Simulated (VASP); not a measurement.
Level of theory: PBEsol GGA, VASP's PBE PAW potentials (set 64) (plane waves; VASP).

Input for VASP

POSCAR:
```
Ta
1.0
 -1.6419836960   1.6419836960   1.6419836960
  1.6419836960  -1.6419836960   1.6419836960
  1.6419836960   1.6419836960  -1.6419836960
Ta
1
Cartesian
  0.0000000000   0.0000000000   0.0000000000
```

KPOINTS:
```
K-points
0
Gamma
  17 17 17
0 0 0
```

### INCAR
```
SYSTEM = Ta
PREC = Normal
ENCUT = 400
EDIFF = 1E-5
NELM = 100
ALGO = Fast
LREAL = .FALSE.
LASPH = .TRUE.
ISMEAR = 1
SIGMA = 0.1
GGA = PS
LMAXMIX = 6
LWAVE = .FALSE.
LCHARG = .FALSE.
NELMIN = 4
IBRION = 2
ISIF = 2
NSW = 20
EDIFFG = -0.03
```

POTCAR, in this order: Ta_pv (PBE.64 set). Program: vasp_std.

Unless said otherwise, spin-orbit coupling is left out, though it shifts the bands of the heavy elements here.

Q: Predict the energy per atom (σ→0), band gap (on the k-mesh).

A: 
The energy per atom (σ→0) is -12.552 eV/atom and the band gap (on the k-mesh) comes out as none (metal, semimetal or under 0.01 eV).

**OSZICAR**
```
...
RMM:   6    -0.126677497195E+02    0.38319E+00   -0.35849E-01  2970   0.626E+00    0.695E+00
RMM:   7    -0.125519032924E+02    0.11585E+00   -0.43004E-01  2970   0.632E+00    0.335E-01
RMM:   8    -0.125517876876E+02    0.11560E-03   -0.21546E-02  2970   0.155E+00    0.433E-01
RMM:   9    -0.125521585659E+02   -0.37088E-03   -0.49730E-03  2971   0.635E-01    0.155E-01
RMM:  10    -0.125520328971E+02    0.12567E-03   -0.96887E-04  2970   0.331E-01    0.507E-02
RMM:  11    -0.125520368157E+02   -0.39186E-05   -0.11086E-04  2861   0.114E-01    0.121E-02
RMM:  12    -0.125520395491E+02   -0.27334E-05   -0.20791E-05  2128   0.463E-02
   1 F= -.12552040E+02 E0= -.12552091E+02  d E =-.125520E+02
```

The compound is Ta in the bcc structure. It was relaxed first.
